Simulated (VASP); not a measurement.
VASP input:

### KPOINTS
```
Automatic mesh
0
Gamma
6 6 3
0 0 0
```

### POSCAR
```
TbSb
1
    4.9572840000     0.0000000000     0.0000000000
   -2.4786420000     4.2931340000     0.0000000000
    0.0000000000     0.0000000000     8.1188870000
Tb Sb
2 2
Direct
  0.6666670000   0.3333330000   0.0000000000
  0.3333330000   0.6666670000   0.5000000000
  0.6666670000   0.3333330000   0.6252000000
  0.3333330000   0.6666670000   0.1252000000
```

### INCAR
```
SYSTEM = TbSb
PREC = Accurate
ENCUT = 400
EDIFF = 1E-6
NELM = 4
ALGO = Normal
LREAL = .FALSE.
LASPH = .TRUE.
ISMEAR = 1
SIGMA = 0.1
GGA = PE
LMAXMIX = 6
LWAVE = .FALSE.
LCHARG = .FALSE.
ISIF = 2
```

POTCAR, in this order: Tb_3 Sb (PBE.64 set). Program: vasp_std.

Output of the run:

standard output:
```
 POSCAR found type information on POSCAR TbSb
 POSCAR found :  2 types and       4 ions
 Reading from existing POTCAR
 Reading from existing POTCAR
 LDA part: xc-table for (Slater+PW92), standard interpolation
 POSCAR, INCAR and KPOINTS ok, starting setup
 WAVECAR not read
 entering main loop
       N       E                     dE             d eps       ncg     rms          rms(c)
DAV:   1     0.975856787276E+02    0.97586E+02   -0.10660E+04   536   0.103E+03
DAV:   2    -0.135023496477E+02   -0.11109E+03   -0.10735E+03   626   0.244E+02
DAV:   3    -0.205324113654E+02   -0.70301E+01   -0.69912E+01   636   0.462E+01
DAV:   4    -0.206956067967E+02   -0.16320E+00   -0.16306E+00   742   0.790E+00

 -----------------------------------------------------------------------------
|                                                                             |
|           W    W    AA    RRRRR   N    N  II  N    N   GGGG   !!!           |
|           W    W   A  A   R    R  NN   N  II  NN   N  G    G  !!!           |
|           W    W  A    A  R    R  N N  N  II  N N  N  G       !!!           |
|           W WW W  AAAAAA  RRRRR   N  N N  II  N  N N  G  GGG   !            |
|           WW  WW  A    A  R   R   N   NN  II  N   NN  G    G                |
|           W    W  A    A  R    R  N    N  II  N    N   GGGG   !!!           |
|                                                                             |
|     The electronic self-consistency was not achieved in the given           |
|     number of steps (NELM). The forces and other quantities evaluated       |
|     might not be reliable so examine the results carefully. If you find     |
|     spurious results, we suggest increasing NELM, if you were close to      |
|     convergence or switching to a different ALGO or adjusting the           |
|     density mixing parameters otherwise.                                    |
|                                                                             |
 -----------------------------------------------------------------------------

   1 F= -.20695607E+02 E0= -.20697646E+02  d E =0.611906E-02
```

File OUTCAR:
```
------------------------ aborting loop EDIFF was not reached (unconverged)  ----------------------------
  FORCE on cell =-STRESS in cart. coord.  units (eV):
  Direction    XX          YY          ZZ          XY          YZ          ZX
  --------------------------------------------------------------------------------------
  Total        6.2852814      6.2852817      5.1729017     -0.0000000      0.0000000      0.0000000
  in kB       58.2801372     58.2801405     47.9656207     -0.0000000      0.0000000      0.0000000
  external PRESSURE =      54.8419661 kB  Pullay stress =       0.0000000 kB
  volume of cell :      172.79
      direct lattice vectors                 reciprocal lattice vectors
     4.957284000  0.000000000  0.000000000     0.201723363  0.116465035  0.000000000
    -2.478642000  4.293134000  0.000000000     0.000000000  0.232930069  0.000000000
     0.000000000  0.000000000  8.118887000     0.000000000  0.000000000  0.123169592
 POSITION                                       TOTAL-FORCE (eV/Angst)
 -----------------------------------------------------------------------------------
      2.47864      1.43104      0.00000        -0.000000     -0.000000      0.059153
     -0.00000      2.86209      4.05944         0.000000     -0.000000      0.059153
      2.47864      1.43104      5.07593        -0.000000      0.000000     -0.059153
     -0.00000      2.86209      1.01648         0.000000     -0.000000     -0.059153
 -----------------------------------------------------------------------------------
    total drift:                                0.000113     -0.000065      0.012688
  FREE ENERGIE OF THE ION-ELECTRON SYSTEM (eV)
  ---------------------------------------------------
  free  energy   TOTEN  =       -20.6956067967 eV

  energy  without entropy=      -20.7017258592  energy(sigma->0) =      -20.69764648
```
(Selected blocks of OUTCAR.)

Q: Read input and log: which fault does this run have?
A) POTCAR lists the elements in another order than POSCAR
B) NBANDS is too small to hold all electrons
C) NELM is too small, so the electronic loop ends before EDIFF is met
D) LDA potentials were taken and GGA is not set, so the run is LDA and not PBE

A: C, NELM is too small, so the electronic loop ends before EDIFF is met. The run did not converge; its last values are not results. Against the sound run, the energy per atom (σ→0) decreases by 0.196 eV/atom; the pressure increases by 6.34 GPa; the largest force falls by 0.040 eV/Å.

To mend it, set NELM = 100.

The mended run (PBE GGA, plane waves, VASP's PBE PAW potentials (set 64)) converges, and its OSZICAR ends with
```
   1 F= -.19912291E+02 E0= -.19914151E+02  d E =0.558069E-02
```

The structure was generated: TbSb was put into the wurtzite type (P6_3mc), which need not be its known phase. The cell was not relaxed at this level. The 4f electrons are frozen in the core of the lanthanide potential, so 4f levels, which can set the real gap, and their magnetism are missing.
